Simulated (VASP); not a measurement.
Write the native input for VASP 6.6.1 that does the following.

```yaml
Task: relaxation of the atoms
Functional: PBE
Potentials_or_basis: VASP PAW PBE potentials, release 64 (Cd, O, Cl)
Cutoff: 520 eV
k_mesh: 7 × 7 × 7
Occupations: fermi-dirac, width 0.1 eV
Spin: no spin polarisation
Dipole_correction: no
Further_INCAR_settings: ALGO = Normal; EDIFF = 1e-06; IBRION = 2; EDIFFG = -0.03; NSW = 80
```

The structure of Cd2ClO2 lies in POSCAR:

```
Cd2ClO2
1.0
    0.0000000000      3.7634350000      0.0000000000
    3.7634350000      0.0000000000      0.0000000000
    1.8817180000      1.8817180000     -6.2563500000
Cd O Cl
2 2 1
Direct
    0.1500000000      0.1500000000      0.7000000000
    0.8500000000      0.8500000000      0.3000000000
    0.7500000000      0.2500000000      0.5000000000
    0.2500000000      0.7500000000      0.5000000000
    0.5000000000      0.5000000000      0.0000000000
```

The cell was built by a generator and needn't be a form met in nature.

One way to write it, as run:

INCAR

```
PREC = Accurate
ENCUT = 520
EDIFF = 1E-6
ISMEAR = -1
SIGMA = 0.1
LREAL = False
LASPH = True
NELM = 80
ALGO = Normal
ISIF = 2
LWAVE = False
LCHARG = False
GGA = PE
IBRION = 2
NSW = 80
EDIFFG = -0.03
```

KPOINTS

```
regular mesh
0
Gamma
  7 7 7
```

Potentials or basis: VASP PAW PBE potentials, release 64 (Cd, O, Cl).

The run is started by

```sh
$ cat potpaw_PBE.64/Cd/POTCAR potpaw_PBE.64/O/POTCAR potpaw_PBE.64/Cl/POTCAR > POTCAR
$ mpirun -np 1 vasp_std > vasp.out
```

It gave:

| Property | Result |
| --- | --- |
| Energy gained by relaxing | 13.1 meV/atom |
| Ionic steps | 3 |
| Pressure after relaxing | 2.6 GPa |
| Largest force after relaxing | 0.014 eV/Å |
| Band gap on the k mesh | none (metal or under the smearing width) |

Caveat: an odd number of electrons without spin polarisation forces a metal; a magnetic or distorted state may lie lower.

It took 2.1 min on 1 thread of AMD EPYC 7R13 Processor (Zen 3), on a shared host, peak memory 0.21 GiB.
